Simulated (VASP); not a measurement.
Input:

```
CELL_PARAMETERS angstrom
      0.00000     2.64820     2.64820
      2.64820     0.00000     2.64820
      2.64820     2.64820     0.00000
ATOMIC_POSITIONS crystal
  Hf 0.00000 0.00000 0.00000
  Si 0.50000 0.50000 0.50000
```

Computed with PBEsol GGA, VASP's PBE PAW potentials (set 64) (plane waves; VASP). Numerical set-up: 400 eV cut-off, Gaussian smearing of 0.050 eV, potentials Hf_pv Si.

Q: Give the energies of bands 4 to 10 at the high-symmetry points, in eV from the Fermi level.

A: 
| band | Γ | X | U | L | W |
|---|---|---|---|---|---|
| 4 | -10.46 | -7.87 | -7.34 | -6.87 | -7.24 |
| 5 | 0.12 | -3.12 | -3.50 | -5.67 | -2.90 |
| 6 | 0.12 | -2.08 | -3.04 | -2.17 | -2.90 |
| 7 | 0.12 | 0.24 | -1.19 | -2.17 | -2.69 |
| 8 | 0.91 | 0.24 | 0.49 | 3.26 | 2.46 |
| 9 | 0.91 | 2.20 | 3.45 | 3.26 | 2.74 |
| 10 | 2.51 | 2.58 | 3.97 | 3.73 | 2.74 |

It has no gap at this level: it comes out as a metal or semimetal.

The structure was generated: HfSi was put into the rock salt type (Fm-3m), which need not be its known phase. It was relaxed first, which changed the volume by -37 %.
